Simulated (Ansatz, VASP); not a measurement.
## Cross-check of HfC between VASP and Ansatz

Wanted: the spread between two codes on one cell, functional and k mesh. Of the first pair: The cell is taken from a series of runs on this material, whose earlier steps may have relaxed, scaled, displaced or heated it; both programs get it as it stands.

Method: plane waves, with VASP 6.6.1 beside it; relaxation of cell and atoms at LDA and single point at LDA, in Ansatz 0.2.0.

**1. Set-up**

It takes space group Fm-3m (No. 225, cubic). The conventional cell has a = 4.573 Å, b = 4.573 Å, c = 4.573 Å, α = 90.00°, β = 90.00°, γ = 90.00°. C has 6 Hf at 2.29 Å nearest. Nearest to Hf lie 6 C at 2.29 Å. Farther neighbours are not listed.

Coordinates:

```xyz
2
Lattice="0.0000 2.2864 2.2864 2.2864 0.0000 2.2864 2.2864 2.2864 0.0000" Properties=species:S:1:pos:R:3 pbc="T T T"
C     0.0000    0.0000    0.0000
Hf    2.2864    2.2864    2.2864
```

**2. VASP: relaxation of cell and atoms, LDA, pair 1**

The relaxed volume is the usual yardstick between codes: in a stiff, nearly cubic crystal its relative difference is about their pressure difference at one cell divided by the bulk modulus.

Lines of VASP's logs that name or quote its potential files are left out, and so is its time.

INCAR

```
SYSTEM = HfC
PREC = Accurate
ENCUT = 600
EDIFF = 1E-07
NELM = 120
ISMEAR = 1
SIGMA = 0.2
LREAL = .FALSE.
ALGO = Normal
GGA = PW92
NBANDS = 13
LASPH = .TRUE.
LORBIT = 11
LWAVE = .FALSE.
LCHARG = .FALSE.
ISIF = 3
IBRION = 2
NSW = 80
EDIFFG = -0.005
GGA_COMPAT = .FALSE.
NELMIN = 4
KPAR = 2
```

POSCAR

```
HfC
1.0
    0.0000000000      2.2863730000      2.2863730000
    2.2863730000      0.0000000000      2.2863730000
    2.2863730000      2.2863730000      0.0000000000
C Hf
1 1
Direct
    0.0000000000      0.0000000000      0.0000000000
    0.5000000000      0.5000000000      0.5000000000
```

KPOINTS

```
Automatic mesh
0
Gamma
16 16 16
0 0 0
```

Potentials, in the order of the species: C and Hf_pv (LDA family, release 64).

Launch:

```bash
> mpirun -np 2 vasp_std
```

Numbers of over 12 decimals in the logs are rounded to 6 here.

What it wrote:

```text
[banner, memory and clock lines left out]
running    2 mpi-ranks, on    1 nodes
 distrk:  each k-point on    1 cores,    2 groups
 distr:  one band on    1 cores,    1 groups

 POSCAR found type information on POSCAR C Hf
 POSCAR found :  2 types and       2 ions
|                                                                             |
|               ----> ADVICE to this user running VASP <----                  |
|                                                                             |
|     You enforced a specific xc type in the INCAR file but a different       |
|     [... a line on the potential file left out ...]
|     I HOPE YOU KNOW WHAT YOU ARE DOING!                                     |
|                                                                             |

 LDA part: xc-table for (Slater(with rela. corr.)+PW92), standard interpolation
 POSCAR, INCAR and KPOINTS ok, starting setup
 FFT: planning ... GRIDC
 FFT: planning ... GRID_SOFT
 FFT: planning ... GRID
 WAVECAR not read
 entering main loop
       N       E                     dE             d eps       ncg     rms          rms(c)
DAV:   1     0.228019109598E+02    0.22802E+02   -0.86452E+03  3794   0.119E+03
DAV:   2    -0.243386266016E+02   -0.47141E+02   -0.44214E+02  4799   0.219E+02
DAV:   3    -0.260280283049E+02   -0.16894E+01   -0.16797E+01  4670   0.293E+01
DAV:   4    -0.260375118177E+02   -0.94835E-02   -0.94815E-02  4235   0.264E+00
DAV:   5    -0.260375821181E+02   -0.70300E-04   -0.70300E-04  4671   0.206E-01    0.634E+01
DAV:   6    -0.229860260492E+02    0.30516E+01   -0.13839E+01  4320   0.197E+01    0.448E+01
DAV:   7    -0.229162459704E+02    0.69780E-01   -0.61031E-01  4350   0.549E+00    0.253E+01
DAV:   8    -0.229010502212E+02    0.15196E-01   -0.60312E-02  4530   0.189E+00    0.555E+00
DAV:   9    -0.228955736638E+02    0.54766E-02   -0.25830E-02  4475   0.852E-01    0.186E+00
DAV:  10    -0.228951131022E+02    0.46056E-03   -0.17505E-03  4514   0.306E-01    0.613E-02
DAV:  11    -0.228951124741E+02    0.62813E-06   -0.75967E-05  4445   0.780E-02    0.621E-02
DAV:  12    -0.228951122545E+02    0.21959E-06   -0.18134E-06  4783   0.112E-02    0.310E-02
DAV:  13    -0.228951119883E+02    0.26627E-06   -0.66655E-07  4480   0.452E-03    0.139E-03
DAV:  14    -0.228951119925E+02   -0.42380E-08   -0.20745E-08  2350   0.124E-03
   1 F= -.22895112E+02 E0= -.22894830E+02  d E =-.228951E+02
 curvature:   0.00 expect dE= 0.000E+00 dE for cont linesearch  0.000E+00
 trial: gam= 0.00000 g(F)=  0.949E-61 g(S)=  0.117E-03 ort = 0.000E+00 (trialstep = 0.100E+01)
 search vector abs. value=  0.117E-03
 bond charge predicted
       N       E                     dE             d eps       ncg     rms          rms(c)
DAV:   1    -0.228954095305E+02   -0.29754E-03   -0.94374E-03  3820   0.837E-01    0.314E-01
DAV:   2    -0.228951562186E+02    0.25331E-03   -0.31792E-04  4200   0.164E-01    0.173E-01
DAV:   3    -0.228950609248E+02    0.95294E-04   -0.26936E-04  4275   0.134E-01    0.107E-01
DAV:   4    -0.228950617053E+02   -0.78048E-06   -0.38929E-06  4528   0.179E-02    0.131E-01
DAV:   5    -0.228950604138E+02    0.12914E-05   -0.19585E-06  5147   0.907E-03    0.429E-03
DAV:   6    -0.228950604036E+02    0.10270E-07   -0.46114E-08  2515   0.187E-03
   2 F= -.22895060E+02 E0= -.22894776E+02  d E =0.515889E-04
 trial-energy change:    0.000052  1 .order    0.000053   -0.000117    0.000222
 step:   0.3490(harm=  0.3450)  dis= 0.00000  next Energy=   -22.895132 (dE=-0.205E-04)
 bond charge predicted
       N       E                     dE             d eps       ncg     rms          rms(c)
DAV:   1    -0.228952813455E+02   -0.22093E-03   -0.39991E-03  3820   0.545E-01    0.204E-01
DAV:   2    -0.228951730939E+02    0.10825E-03   -0.13505E-04  4220   0.107E-01    0.113E-01
DAV:   3    -0.228951324572E+02    0.40637E-04   -0.11452E-04  4285   0.873E-02    0.699E-02
DAV:   4    -0.228951327852E+02   -0.32801E-06   -0.16484E-06  4533   0.116E-02    0.847E-02
DAV:   5    -0.228951322556E+02    0.52962E-06   -0.80703E-07  5132   0.581E-03    0.286E-03
DAV:   6    -0.228951322481E+02    0.74790E-08   -0.19570E-08  2190   0.123E-03
   3 F= -.22895132E+02 E0= -.22894849E+02  d E =-.202557E-04
 curvature:  -0.17 expect dE=-0.184E-09 dE for cont linesearch -0.184E-09
 trial: gam=-0.00301 g(F)=  0.590E-65 g(S)=  0.107E-08 ort = 0.354E-06 (trialstep = 0.870E+00)
 search vector abs. value=  0.100E-09
 reached required accuracy - stopping structural energy minimisation
```

Parts of OUTCAR (step 2):

```text
ion  position               nearest neighbor table
   1  0.000  0.000  0.000-   2 2.29   2 2.29   2 2.29   2 2.29   2 2.29   2 2.29
   2  0.500  0.500  0.500-   1 2.29   1 2.29   1 2.29   1 2.29   1 2.29   1 2.29

  LATTYP: Found a face centered cubic cell.
 ALAT       =     4.5727460000

 Subroutine GETGRP returns: Found 48 space group operations
 (whereof 48 operations were pure point group operations)

The static configuration has the point symmetry O_h .

 Found    145 irreducible k-points:

   k-points           NKPTS =    145   k-points in BZ     NKDIM =    145   number of bands    NBANDS=     13

   dimension x,y,z NGX =    28 NGY =   28 NGZ =   28
   dimension x,y,z NGXF=    56 NGYF=   56 NGZF=   56

   ENCUT  =  600.0 eV  44.10 Ry    6.64 a.u.   6.46  6.46  6.46*2*pi/ulx,y,z

   NELECT =      14.0000    total number of electrons

 k-points in reciprocal lattice and weights: Automatic mesh
   0.00000000  0.00000000  0.00000000       0.000
   0.06250000  0.00000000  0.00000000       0.002
   0.12500000  0.00000000  0.00000000       0.002
   0.18750000  0.00000000  0.00000000       0.002
   0.25000000  0.00000000  0.00000000       0.002
   0.31250000  0.00000000  0.00000000       0.002
   0.37500000  0.00000000  0.00000000       0.002
   0.43750000  0.00000000  0.00000000       0.002
   0.50000000  0.00000000  0.00000000       0.001
[...]
-0.31250000  0.50000000  0.18750000       0.003
  -0.25000000  0.50000000  0.25000000       0.001

 average (electrostatic) potential at core
       1 -51.4868       2 -35.1290

 E-fermi :   6.2263

 k-point     1 :       0.0000    0.0000    0.0000
  band No.  band energies     occupation
      1     -22.9308      2.00000
      2     -22.9308      2.00000
      3     -22.9308      2.00000
      4      -6.1455      2.00000
      5       7.2925     -0.00000
      6       7.2925     -0.00000
      7       7.2925     -0.00000
      8       7.5560     -0.00000
      9       7.5560     -0.00000
    ...

 k-point     2 :       0.0625    0.0000    0.0000
  band No.  band energies     occupation
      1     -22.9651      2.00000
      2     -22.9340      2.00000
      3     -22.9340      2.00000
      4      -6.0374      2.00000
      5       6.4832     -0.06990
      6       6.7297     -0.00214
      7       6.7297     -0.00214
      8       7.8017     -0.00000
      9       7.8017     -0.00000
    ...

 k-point     3 :       0.1250    0.0000    0.0000
  band No.  band energies     occupation
    ...
      3     -22.9431      2.00000
      4      -5.7230      2.00000
      5       5.4079      2.00000
      6       5.8853      2.03669
      7       5.8853      2.03669
      8       8.1525     -0.00000
      9       8.1525     -0.00000
     10       8.5877     -0.00000
     11      11.3821      0.00000
     12      11.3821      0.00000
    ...

  Total        0.0001215      0.0001215      0.0001215      0.0000000      0.0000000      0.0000000
  in kB        0.0081377      0.0081377      0.0081377      0.0000000      0.0000000      0.0000000
  external PRESSURE =       0.0081377 kB  Pullay stress =       0.0000000 kB

  energy-cutoff  :      600.00
  volume of cell :       23.93
      direct lattice vectors                 reciprocal lattice vectors
     0.000000000  2.287147117  2.287147117    -0.218612960  0.218612960  0.218612960
     2.287147117  0.000000000  2.287147117     0.218612960 -0.218612960  0.218612960
     2.287147117  2.287147117  0.000000000     0.218612960  0.218612960 -0.218612960

 POSITION                                       TOTAL-FORCE (eV/Angst)
 -----------------------------------------------------------------------------------
      0.00000      0.00000      0.00000         0.000000      0.000000      0.000000
      2.28715      2.28715      2.28715         0.000000     -0.000000     -0.000000
 -----------------------------------------------------------------------------------
    total drift:                                0.000000      0.000000      0.000000

  FREE ENERGIE OF THE ION-ELECTRON SYSTEM (eV)
  ---------------------------------------------------
  free  energy   TOTEN  =       -22.8951322481 eV

  energy  without entropy=      -22.8942837496  energy(sigma->0) =      -22.89484942

 reached required accuracy - stopping structural energy minimisation

 total charge
# of ion       s       p       d       tot
------------------------------------------
    1        0.870   1.539   0.000   2.409
    2        0.326   6.684   1.782   8.792
--------------------------------------------------
tot          1.195   8.223   1.782  11.201

[... 3 further parts left out ...]
```

CONTCAR:

```
HfC
   1.00000000000000
     0.0000000000000000    2.2871471165249715    2.2871471165249715
     2.2871471165249715    0.0000000000000000    2.2871471165249715
     2.2871471165249715    2.2871471165249715    0.0000000000000000
  C               Hf
     1     1
Direct
     0.0000000000000000    0.0000000000000000    0.0000000000000000
     0.5000000000000000    0.5000000000000000    0.5000000000000000
```

Harder data sets than Hf_pv exist (the GW ones), and pressures, volumes and forces can shift noticeably with them. The run keeps the 48 symmetry operations of its start, so it cannot find a distortion of lower symmetry.

**3. Ansatz: relaxation of cell and atoms, LDA, pair 1**

Ansatz runs on its PAW soft_1 files.

The same cell, functional (in two slightly different forms), mesh and smearing now go to Ansatz, which takes its cutoff from its data sets.

input.yaml

```yaml
crystal:
  lattice:
    - [0.0, 2.2863725987, 2.2863725987]
    - [2.2863725987, 0.0, 2.2863725987]
    - [2.2863725987, 2.2863725987, 0.0]
  atoms:
    - { symbol: C, position: [0.0, 0.0, 0.0] }
    - { symbol: Hf, position: [0.5, 0.5, 0.5] }
kpoints:
  mp_grid: { grid: [16, 16, 16] }
hamiltonian:
  xc: lda
  pseudopotentials: { kind: paw, azcp: { folder: soft_1 }, xc_functional: pbe }
scf:
  occupations: { method: methfessel_paxton, width: 0.2 }
output:
  forces: true
  stress: true
  eigenvalues: true
  write_density: true
  write_potential: true
  elf: true
  volumetric_format: npy
relax:
  adjacent_minimum: "off"
  f_tol: 0.001
  max_steps: 60
  cell: { stress_tol: 0.01 }
```

Launch:

```bash
> ansatz run input.yaml --threads 4 --pin off --max-ram 10240MiB --backend cpu --events-out ev --progress --plain --runs-dir out
```

What it wrote:

```text
Engine: ansatz 0.2.0, aarch64-unknown-linux-gnu
Pseudopotentials: kind: paw
Pseudopotential: C, paw, valence charge 4, recommended cutoff 420 eV (normal), soft_1/C.paw.azcp
Pseudopotential: Hf, paw, valence charge 26, recommended cutoff 420 eV (normal), soft_1/Hf.paw.azcp
Functional definition: SPW92
  exchange = slater_x
  correlation = pw_c
Crystal: 2 atoms, lattice volume = 23.904 Å³
Basis set: ecut = 420 eV, 459 PW (Γ)
Bands: 19, of which v1, the nominal top of the filled ones, is band 15 counted from 1 (14 counted from 0)
Symmetry: 48 space group operations
Space group: Fm-3m (ITA 225), of the structure as read, at distance tolerance 2.9e-5 Å
k-points: 145 of 4096
Non-local potential: C, projectors of the file, l = 0: 2, l = 1: 2, l = 2: 1
Non-local potential: Hf, projectors of the file, l = 0: 3, l = 1: 2, l = 2: 2, l = 3: 3
PAW form: soft (Blöchl's): semilocal exchange-correlation on the pseudo side does not see the compensation charge
PAW frozen core: C, regenerated for the run's functional, and the local potential with it (the file was generated under x = pbe(κ = 0.804, μ = 0.219515), c = pbe(β = 0.066725))
PAW frozen core: Hf, regenerated for the run's functional, and the local potential with it (the file was generated under x = pbe(κ = 0.804, μ = 0.219515), c = pbe(β = 0.066725))
PAW one-centre angular grid: C, 110 points (default); XC on 64 Gauss nodes
PAW one-centre angular grid: Hf, 590 points (default); XC on 64 Gauss nodes
Initial density: superposition of atomic densities (chi_scale 0.1, normalization cell, long waves kept (reshape's long-wave potential 0.00 eV rms))
Initial wavefunctions: pseudopotential atomic-orbital guess
Functional: x = slater, c = lda
SCF iter   1: F=—  HF=-15723.154495 eV  |F-HF|=—  |Δ(HF+E_count)|=         —  Δρ=9.17e-2  dr2=2.70e0  ethr=3.10e-3  ⟨swp⟩=4.8  Hψ=11945  notcnv=0
preconditioner: auto → Kerker (q_TF=auto, 2.834 Å⁻¹)  [metal: Δε(μ)=0.043 eV  Ē_g=17.747 eV  σ=0.200 eV  W_gap=0.18  n_scr=14 (ndim 8)  ℏωp=40.2 eV  f_vac=0.000  D(μ)=0.21/eV (n_scr^D=0)]
SCF iter   2: F=—  HF=-15722.578842 eV  |F-HF|=—  |Δ(HF+E_count)|=   5.76e-1  S|Δr|=    0.00e0  Δρ=3.28e-2  dr2=2.58e-1  ethr=3.10e-3  ⟨swp⟩=2.1  Hψ=4791  notcnv=0  defer=3
SCF iter   3: F=—  HF=-15722.519040 eV  |F-HF|=—  |Δ(HF+E_count)|=   5.98e-2  S|Δr|=    0.00e0  Δρ=1.37e-2  dr2=2.72e-2  ethr=8.61e-4  ⟨swp⟩=2.0  Hψ=4921  notcnv=0
SCF iter   4: F=—  HF=-15722.512684 eV  |F-HF|=—  |Δ(HF+E_count)|=   6.36e-3  S|Δr|=    0.00e0  Δρ=7.63e-3  dr2=6.69e-3  ethr=9.07e-5  ⟨swp⟩=2.1  Hψ=4972  notcnv=0
SCF iter   5: F=—  HF=-15722.512054 eV  |F-HF|=—  |Δ(HF+E_count)|=   6.30e-4  S|Δr|=    0.00e0  Δρ=1.50e-3  dr2=3.00e-4  ethr=2.23e-5  ⟨swp⟩=2.1  Hψ=4269  notcnv=0
SCF iter   6: F=—  HF=-15722.511967 eV  |F-HF|=—  |Δ(HF+E_count)|=   8.71e-5  S|Δr|=    0.00e0  Δρ=2.68e-4  dr2=1.78e-5  ethr=1.00e-6  ⟨swp⟩=2.7  Hψ=5244  notcnv=0
SCF iter   7: F=—  HF=-15722.511974 eV  |F-HF|=—  |Δ(HF+E_count)|=   7.37e-6  S|Δr|=    0.00e0  Δρ=7.69e-5  dr2=1.04e-6  ethr=5.93e-8  ⟨swp⟩=2.3  Hψ=5202  notcnv=0
SCF iter   8: F=-15722.511974 eV  HF=-15722.511974 eV  |F-HF|=5.65e-9  |Δ(HF+E_count)|=   2.28e-7  S|Δr|=    0.00e0  Δρ=1.32e-5  dr2=2.28e-8  ethr=3.33e-10  ⟨swp⟩=14.4  Hψ=28820  notcnv=0
SCF 1 converged in 8 iterations: F = -15722.511974 eV  dr2 = 2.28e-8
  Residual-converged pass: ⟨swp⟩=1.0  Hψ=3342  notcnv=0  max |occ|·‖R‖ = 7.1e-9 eV (tolerance 1.0e-8 eV)  dr2=2.28e-8  dr2_onsite=1.04e-8  max |Δocc| = 3.3e-10
  greatest PAW one-centre occupation: 0.998 electrons in one spin orbital (limit 2), on the Hf atom at site 1 (counted from 0), in its partial waves of l = 3
relax step   1: F+E_penalty+E_count = -15722.51197418 eV  Δ(F+E_penalty+E_count) = +0.000e0 eV  max|allowed force component| = 3.938e-29 eV/Å  Δτ_max = 0.0000 Å  P = +0.008 GPa  Ω = 23.904 Å³  (8 SCF iters, dr2 threshold 1.00e-7 eV, accepted)
Initial density: handed on by an earlier stage of this run
Initial wavefunctions: pseudopotential atomic-orbital guess (no wavefunctions were taken with the density)
iter 1 solved again at ethr=9.79e-10 eV; its pass at ethr=3.10e-3 eV (dr2=2.94e-7 eV) is discarded
SCF iter   1: F=—  HF=-15722.511974 eV  |F-HF|=—  |Δ(HF+E_count)|=         —  Δρ=1.32e-5  dr2=2.27e-8  ethr=9.79e-10  ⟨swp⟩=6.0  Hψ=25908  notcnv=0
preconditioner: auto → Kerker (q_TF=auto, 2.834 Å⁻¹)  [metal: Δε(μ)=0.024 eV  Ē_g=18.236 eV  σ=0.200 eV  W_gap=0.10  n_scr=14 (ndim 8)  ℏωp=40.2 eV  f_vac=0.000  D(μ)=0.35/eV (n_scr^D=0)]
SCF iter   2: F=—  HF=-15722.511974 eV  |F-HF|=—  |Δ(HF+E_count)|=   2.93e-8  S|Δr|=    0.00e0  Δρ=9.03e-6  dr2=1.20e-8  ethr=7.58e-11  ⟨swp⟩=1.5  Hψ=3095  notcnv=0
SCF iter   3: F=—  HF=-15722.511974 eV  |F-HF|=—  |Δ(HF+E_count)|=   2.34e-9  S|Δr|=    0.00e0  Δρ=1.96e-6  dr2=7.32e-10  ethr=4.02e-11  ⟨swp⟩=2.1  Hψ=4042  notcnv=0
SCF iter   4: F=—  HF=-15722.511974 eV  |F-HF|=—  |Δ(HF+E_count)|=  7.57e-10  S|Δr|=    0.00e0  Δρ=9.26e-7  dr2=1.76e-10  ethr=2.44e-12  ⟨swp⟩=2.8  Hψ=5312  notcnv=0
SCF iter   5: F=—  HF=-15722.511974 eV  |F-HF|=—  |Δ(HF+E_count)|=  7.64e-11  S|Δr|=    0.00e0  Δρ=3.15e-7  dr2=2.08e-11  ethr=5.87e-13 (applied; sched 1.00e-12)  ⟨swp⟩=2.1  Hψ=5033  notcnv=0
SCF iter   6: F=-15722.511974 eV  HF=-15722.511974 eV  |F-HF|=9.09e-12  |Δ(HF+E_count)|=    0.00e0  S|Δr|=    0.00e0  Δρ=3.79e-8  dr2=3.63e-13  ethr=1.00e-12  ⟨swp⟩=6.5  Hψ=17936  notcnv=0
SCF 2 converged in 6 iterations: F = -15722.511974 eV  dr2 = 3.63e-13
relax step   2: F+E_penalty+E_count = -15722.51197418 eV  Δ(F+E_penalty+E_count) = -5.875e-10 eV  max|allowed force component| = 3.524e-29 eV/Å  Δτ_max = 0.0000 Å  P = +0.008 GPa  Ω = 23.904 Å³  stress off target by 7.90e-3 GPa  SCF on the basis re-selected at this cell (its energy is not comparable with the rows above)  (6 SCF iters)
basis re-selected at this cell: Δ(F+E_penalty+E_count) = -5.875e-10 eV, ΔP = -0.000 GPa vs the last step (what re-selecting the basis moved, of the pressure what is left beyond the Pulay correction that the steps carried, after the strain that the cell walked since its last selection, with what the two solves' SCF thresholds leave and, on support functions, any second-order correction that the steps lacked; it is no  [...]
SCF converged after 6 iterations
Stability not checked: this state was not tested for a lower state beside it, because cold or Methfessel-Paxton smearing, or corrected tetrahedra, fill the levels in a way that the test cannot read (fill_not_monotonic; see scf.lower_state_search)
Free energy (F): -15722.511974 eV
Harris-Foulkes:  -15722.511974 eV  (|F-HF|=9.09e-12)
Internal energy: -15722.511147 eV  (E = F + TS)
E sigma→0 (E₀):  -15722.511767 eV
Entropy (-TS):   -0.000828 eV (-0.414 meV/atom)
Fermi energy:    19.265170 eV
--- Per-component energies (eV) ---
  E_band       = 89.525716
  E_kinetic    = 497.265801
  E_local      = -6102.668416  (includes V_loc(G=0)·N_el)
  E_nonlocal   = 99.479322
  E_hartree    = 2994.878746
  E_xc         = -312.960807
  E_vxc        = -315.226193  (∫ρ·V_xc dr)
  E_paw        = -7548.661524  (= ΣΔE_a)
  E_vpaw       = -79.082372  (= ΣTr[D̂ρ^β])
  E_aug_tail   = 0.000120  (compensation charges beyond the density's cutoff)
  E_ewald      = -5352.364309
  E_core_change = 2.519920  (= ΣΔE_core)
  E_smearing   = -0.000828  (= −TS)
  E_closure    = 0.000000  (closes the sum)
  Σ components = -15722.511974   (vs F -15722.511974, Δ=0.00e0)
--- Forces (eV/Å), atoms counted from 1 ---
  atom   1  C     -0.00000000     0.00000000     0.00000000
  atom   2  Hf     0.00000000    -0.00000000     0.00000000
  max |Σ_I F_I| component: 6.42e-29 eV/Å
--- Stress (GPa, compression-positive) ---
        0.007895       0.000000       0.000000
        0.000000       0.007895      -0.000000
       -0.000000      -0.000000       0.007895
  P = ⅓ Tr σ = 0.0079 GPa (0.079 kbar)
--- Band table (eV; the first three rows and the last of 145) ---
  k-point 0: bands = [... 11 lower, 8.4567, 20.3776, 20.3776, 20.3776, 20.5495, 20.5495, 20.5495, 22.7092]
  k-point 1: bands = [... 11 lower, 8.4568, 19.5299, 19.7878, 19.7878, 20.8082, 20.8082, 21.1602, 23.2520]
  k-point 2: bands = [... 11 lower, 8.4571, 18.4539, 18.9323, 18.9323, 21.1558, 21.1558, 21.6252, 24.3881]
  k-point 144: bands = [... 11 lower, 9.7226, 16.1580, 16.5252, 16.5252, 23.0218, 23.0218, 26.2689, 26.6936]
--- Relaxed structure (1 steps of the walk, 1 accepted, 1 SCFs on fresh bases) ---
  F+E_penalty+E_count = -15722.51197418 eV   max|allowed force component| = 3.524e-29 eV/Å   (the final SCF, on the basis selected at the relaxed cell)
  cell:  # Å, volume = 23.9040 Å³
    - [0.0, 2.2863725987, 2.2863725987]
    - [2.2863725987, 0.0, 2.2863725987]
    - [2.2863725987, 2.2863725987, 0.0]
  atoms:
    - { symbol: C, position: [0.0, 0.0, 0.0] }
    - { symbol: Hf, position: [0.5, 0.5, 0.5] }
```

**4. Side by side**

Known differences besides the potentials themselves: the data sets hold 30 valence electrons in Ansatz (on its PAW soft_1 files) and 14 in VASP; the cutoff is 420 eV in Ansatz and 600 eV in VASP; VASP's log shows a relativistic correction to its local exchange, Ansatz's none; Ansatz adds a Pulay correction to the stress that steers its cell, VASP none. Total energies have different zeros and are not compared.

Compared:

| quantity | Ansatz | VASP | difference |
| --- | --- | --- | --- |
| volume (Å³) | 23.90 | 23.93 | -0.10 % |
| edge a after relaxation, in the typed setting (Å) | 3.233 | 3.235 | -0.03 % |

[end of part 1 of 2]

[Lines on the potential files, build, host, timing and source positions are cut from VASP's logs without a mark.]

[Logs are printed without paths, hosts, clocks, repeated set-up lines and the standing remarks that a program may print on its own settings, such as how far it seeks lower states.]

[Hosts, paths, dates, database ids (printed as entryN), source tags and the programs' standing remarks are cut or masked in the printed files.]
